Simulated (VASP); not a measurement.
Computed with PBE GGA, VASP's PBE PAW potentials (set 64) (plane waves; VASP).

The input files of a VASP run:

### POSCAR
```
Cr
1
    2.8573166595     0.0000000000     0.0000000000
    0.0000000000     2.8573166595     0.0000000000
    0.0000000000     0.0000000000     2.8573166595
Cr
2
Direct
  0.0000000000   0.0000000000   0.0000000000
  0.5000000000   0.5000000000   0.5000000000
```

INCAR:
```
ALGO=Normal
EDIFF=1E-7
ENCUT=480
GGA=PE
ISIF=2
ISMEAR=1
ISPIN=2
LASPH=.TRUE.
LCHARG=.FALSE.
LMAXMIX=4
LORBIT=10
LREAL=.FALSE.
LWAVE=.FALSE.
MAGMOM=1.0 -1.0
NELM=100
PREC=Accurate
SIGMA=0.1
SYSTEM=Cr
```

KPOINTS:
```
Automatic mesh
0
gamma
12 12 12
```

POTCAR, in this order: Cr_pv (PBE.64 set). Program: vasp_std.

Output

File OSZICAR:
```
       N       E                     dE             d eps       ncg     rms          rms(c)
DAV:   1     0.222023648128E+03    0.22202E+03   -0.13792E+04  5408   0.174E+03
DAV:   2    -0.142366205812E+02   -0.23626E+03   -0.23445E+03  5672   0.486E+02
DAV:   3    -0.221741707960E+02   -0.79376E+01   -0.78804E+01  7000   0.101E+02
DAV:   4    -0.222830349249E+02   -0.10886E+00   -0.10865E+00  6336   0.121E+01
DAV:   5    -0.222859625298E+02   -0.29276E-02   -0.29276E-02  7488   0.157E+00    0.184E+01
DAV:   6    -0.190661684405E+02    0.32198E+01   -0.19244E+01  5744   0.528E+01    0.402E+00
DAV:   7    -0.190616403170E+02    0.45281E-02   -0.23489E-01  5776   0.695E+00    0.241E+00
DAV:   8    -0.190566681963E+02    0.49721E-02   -0.28846E-02  7256   0.157E+00    0.121E+00
DAV:   9    -0.190542265935E+02    0.24416E-02   -0.77777E-02  6600   0.206E+00    0.449E-01
DAV:  10    -0.190556581142E+02   -0.14315E-02   -0.43369E-03  7728   0.552E-01    0.348E-01
DAV:  11    -0.190596332943E+02   -0.39752E-02   -0.12112E-01  7064   0.216E+00    0.230E-01
DAV:  12    -0.190599441667E+02   -0.31087E-03   -0.36495E-03  6288   0.509E-01    0.989E-02
DAV:  13    -0.190599826268E+02   -0.38460E-04   -0.33321E-04  6856   0.193E-01    0.636E-02
DAV:  14    -0.190600371275E+02   -0.54501E-04   -0.57439E-04  6944   0.140E-01    0.343E-02
DAV:  15    -0.190600513390E+02   -0.14211E-04   -0.88744E-04  6912   0.177E-01    0.420E-03
DAV:  16    -0.190600523763E+02   -0.10373E-05   -0.11346E-05  5520   0.433E-02    0.461E-03
DAV:  17    -0.190600519241E+02    0.45220E-06   -0.63252E-07  7824   0.839E-03    0.360E-03
DAV:  18    -0.190600515837E+02    0.34041E-06   -0.73202E-08  2744   0.316E-03    0.446E-03
DAV:  19    -0.190600515820E+02    0.16448E-08   -0.27446E-07  3456   0.302E-03
   1 F= -.19060052E+02 E0= -.19060038E+02  d E =-.406269E-04  mag=     0.0000
```

### OUTCAR
```
------------------------ aborting loop because EDIFF is reached ----------------------------------------
  FORCE on cell =-STRESS in cart. coord.  units (eV):
  Direction    XX          YY          ZZ          XY          YZ          ZX
  --------------------------------------------------------------------------------------
  Total        0.1818331      0.1818331      0.1818331     -0.0000000     -0.0000000     -0.0000000
  in kB       12.4884470     12.4884470     12.4884470     -0.0000000     -0.0000000     -0.0000000
  external PRESSURE =      12.4884470 kB  Pullay stress =       0.0000000 kB
  volume of cell :       23.33
      direct lattice vectors                 reciprocal lattice vectors
     2.857316659  0.000000000  0.000000000     0.349978711  0.000000000  0.000000000
     0.000000000  2.857316659  0.000000000     0.000000000  0.349978711  0.000000000
     0.000000000  0.000000000  2.857316659     0.000000000  0.000000000  0.349978711
 POSITION                                       TOTAL-FORCE (eV/Angst)
 -----------------------------------------------------------------------------------
      0.00000      0.00000      0.00000        -0.000000     -0.000000     -0.000000
      1.42866      1.42866      1.42866         0.000000      0.000000      0.000000
 -----------------------------------------------------------------------------------
    total drift:                               -0.000000      0.000000      0.000000
  FREE ENERGIE OF THE ION-ELECTRON SYSTEM (eV)
  ---------------------------------------------------
  free  energy   TOTEN  =       -19.0600515820 eV

  energy  without entropy=      -19.0600109551  energy(sigma->0) =      -19.06003804

 total charge

# of ion       s       p       d       tot
------------------------------------------
    1        0.437   6.398   4.205  11.040
    2        0.437   6.398   4.205  11.040
--------------------------------------------------
tot          0.873  12.797   8.410  22.080

 magnetization (x)

# of ion       s       p       d       tot
------------------------------------------
    1        0.013   0.008   1.032   1.053
    2       -0.013  -0.008  -1.032  -1.053
--------------------------------------------------
tot          0.000   0.000   0.000   0.000
```
(Selected blocks of OUTCAR.)

**OUTCAR**
```
 val. band max:       10.8170555298   @ k =   0.5000   0.4167   0.0833

 cond. band min:      10.9012434394   @ k =   0.4167   0.0000   0.0000


 Fermi energy:        10.8319403133

 spin component 1

 k-point     1 :       0.0000    0.0000    0.0000
  band No.  band energies     occupation
      1     -32.7172      1.00000
      2     -32.7172      1.00000
      3     -32.7172      1.00000
      4     -31.4990      1.00000
      5     -31.4990      1.00000
      6     -31.4990      1.00000
      7       3.0203      1.00000
      8       6.6055      1.00000
      9       6.6055      1.00000
     10       9.9280      1.00000
     11       9.9280      1.00000
     12       9.9280      1.00000
     13      12.0662     -0.00000
     14      12.0662     -0.00000
     15      13.4286      0.00000
     16      13.4286      0.00000

 k-point     2 :       0.0833    0.0000    0.0000
  band No.  band energies     occupation
      1     -32.7229      1.00000
      2     -32.7113      1.00000
      3     -32.7113      1.00000
      4     -31.5156      1.00000
      5     -31.5032      1.00000
      6     -31.5032      1.00000
      7       3.1720      1.00000
      8       6.6832      1.00000
      9       6.6908      1.00000
     10       9.9178      1.00000
     11       9.9178      1.00000
     12       9.9763      1.00000
     13      11.9604     -0.00000
     14      12.1065     -0.00000
     15      13.2332      0.00000
     16      13.2332      0.00000

 k-point     3 :       0.1667    0.0000    0.0000
  band No.  band energies     occupation
      1     -32.7386      1.00000
      2     -32.6952      1.00000
      3     -32.6952      1.00000
      4     -31.5619      1.00000
      5     -31.5159      1.00000
      6     -31.5159      1.00000
      7       3.6145      1.00000
      8       6.9128      1.00000
      9       6.9204      1.00000
     10       9.8963      1.00000
     11       9.8963      1.00000
...
```

The compound is Cr in the bcc, AFM order structure. It was relaxed first.
